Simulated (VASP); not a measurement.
These are r2SCAN+rVV10, VASP's PBE PAW potentials (set 64) (plane waves; VASP) values and carry that method's errors.

VASP ran on this input.

### POSCAR
```
LaTl
1
    3.9519520673    -0.0000000000     0.0000000000
    0.0000000000     3.9519520673    -0.0000000000
    0.0000000000    -0.0000000000     3.9519520673
Tl La
1 1
Direct
  0.5000000000   0.5000000000   0.5000000000
  0.0000000000   0.0000000000   0.0000000000
```

**KPOINTS_OPT**
```
k-points along high-symmetry lines
10
Line-mode
Reciprocal
  0.000000   0.000000   0.000000 ! GAMMA
  0.000000   0.500000   0.000000 ! X

  0.000000   0.500000   0.000000 ! X
  0.500000   0.500000   0.000000 ! M

  0.500000   0.500000   0.000000 ! M
  0.000000   0.000000   0.000000 ! GAMMA

  0.000000   0.000000   0.000000 ! GAMMA
  0.500000   0.500000   0.500000 ! R

  0.500000   0.500000   0.500000 ! R
  0.000000   0.500000   0.000000 ! X

  0.500000   0.500000   0.500000 ! R
  0.500000   0.500000   0.000000 ! M
```

**INCAR**
```
# general
SYSTEM   = LaTl
PREC     = Accurate
ENCUT    = 400
LREAL    = .FALSE.
LASPH    = .TRUE.

# electronic loop
EDIFF    = 1E-7
NELM     = 100
ALGO     = Normal
LMAXMIX  = 6
LMIXTAU  = .TRUE.

# smearing
ISMEAR   = -5

# functional
METAGGA  = R2SCAN
LUSE_VDW = .TRUE.
BPARAM   = 11.95
CPARAM   = 0.0093

# ions
ISIF     = 2

# output
LWAVE    = .FALSE.
LCHARG   = .FALSE.
LORBIT   = 11
NEDOS    = 601
```

File KPOINTS:
```
Automatic mesh
0
Gamma
10 10 10
0 0 0
```

POTCAR, in this order: Tl_d La (PBE.64 set). Program: vasp_std.

The resulting files:

File OSZICAR:
```
       N       E                     dE             d eps       ncg     rms          rms(c)
DAV:   1     0.133570516072E+03    0.13357E+03   -0.87159E+03  1808   0.170E+03
DAV:   2    -0.742292002811E+02   -0.20780E+03   -0.20446E+03  2880   0.310E+02
DAV:   3    -0.899604674203E+02   -0.15731E+02   -0.15548E+02  2840   0.136E+02
DAV:   4    -0.906311977961E+02   -0.67073E+00   -0.66509E+00  3200   0.164E+01
DAV:   5    -0.906646614827E+02   -0.33464E-01   -0.33379E-01  2352   0.363E+00    0.399E+00
DAV:   6    -0.833841074065E+02    0.72806E+01   -0.31502E+00  2488   0.159E+01    0.336E+00
DAV:   7    -0.833335534605E+02    0.50554E-01   -0.10569E+00  3328   0.899E+00    0.213E+00
DAV:   8    -0.831485334099E+02    0.18502E+00   -0.47034E-01  2728   0.549E+00    0.619E-01
DAV:   9    -0.834277453252E+02   -0.27921E+00   -0.39996E-01  2520   0.546E+00    0.260E-01
DAV:  10    -0.834427336059E+02   -0.14988E-01   -0.16874E-01  2784   0.308E+00    0.186E-01
DAV:  11    -0.834542690148E+02   -0.11535E-01   -0.84767E-03  2872   0.600E-01    0.154E-01
DAV:  12    -0.834642925605E+02   -0.10024E-01   -0.35085E-03  2640   0.436E-01    0.889E-02
DAV:  13    -0.834717642686E+02   -0.74717E-02   -0.98057E-03  2264   0.705E-01    0.302E-02
DAV:  14    -0.834716338288E+02    0.13044E-03   -0.10200E-03  3304   0.260E-01    0.160E-02
DAV:  15    -0.834717486076E+02   -0.11478E-03   -0.31799E-04  2464   0.213E-01    0.190E-02
DAV:  16    -0.834718916068E+02   -0.14300E-03   -0.67312E-05  3152   0.889E-02    0.116E-02
DAV:  17    -0.834720076826E+02   -0.11608E-03   -0.75724E-05  2576   0.643E-02    0.345E-03
DAV:  18    -0.834720184474E+02   -0.10765E-04   -0.16724E-05  2728   0.331E-02    0.298E-03
DAV:  19    -0.834720218494E+02   -0.34019E-05   -0.75945E-07  2184   0.849E-03    0.194E-03
DAV:  20    -0.834720273701E+02   -0.55208E-05   -0.21892E-06  3416   0.130E-02    0.763E-04
DAV:  21    -0.834720286138E+02   -0.12437E-05   -0.55676E-07  2992   0.573E-03    0.572E-04
DAV:  22    -0.834720286324E+02   -0.18530E-07   -0.19873E-08  1440   0.842E-04
   1 F= -.83472029E+02 E0= -.83472029E+02  d E =0.000000E+00
       N       E                     dE             ncg
       N       E                     dE             ncg
```

### OUTCAR
```
------------------------ aborting loop because EDIFF is reached ----------------------------------------
  FORCE on cell =-STRESS in cart. coord.  units (eV):
  Direction    XX          YY          ZZ          XY          YZ          ZX
  --------------------------------------------------------------------------------------
  Total        0.0364926      0.0364926      0.0364926      0.0000000      0.0000000     -0.0000000
  in kB        0.9472835      0.9472835      0.9472835      0.0000000      0.0000000     -0.0000000
  external PRESSURE =       0.9472835 kB  Pullay stress =       0.0000000 kB
  volume of cell :       61.72
      direct lattice vectors                 reciprocal lattice vectors
     3.951952067  0.000000000  0.000000000     0.253039506  0.000000000  0.000000000
     0.000000000  3.951952067  0.000000000     0.000000000  0.253039506  0.000000000
     0.000000000  0.000000000  3.951952067     0.000000000  0.000000000  0.253039506
 POSITION                                       TOTAL-FORCE (eV/Angst)
 -----------------------------------------------------------------------------------
      1.97598      1.97598      1.97598         0.000000      0.000000      0.000000
      0.00000      0.00000      0.00000         0.000000      0.000000      0.000000
 -----------------------------------------------------------------------------------
    total drift:                               -0.000000      0.000000      0.000000
  FREE ENERGIE OF THE ION-ELECTRON SYSTEM (eV)
  ---------------------------------------------------
  free  energy   TOTEN  =       -83.4720286324 eV

  energy  without entropy=      -83.4720286324  energy(sigma->0) =      -83.47202863

 total charge

# of ion       s       p       d       f       tot
--------------------------------------------------
    1        1.079   0.672   9.585   0.000  11.335
    2        1.997   5.649   0.739   0.090   8.474
--------------------------------------------------
tot          3.076   6.320  10.324   0.090  19.810
```
(Selected blocks of OUTCAR.)

For a metal the tetrahedron method with Blöchl corrections gives inexact stress and forces.

The structure comes from a measured LaTl entry (Pm-3m) of the Crystallography Open Database, whose conditions weren't checked. It was relaxed first.
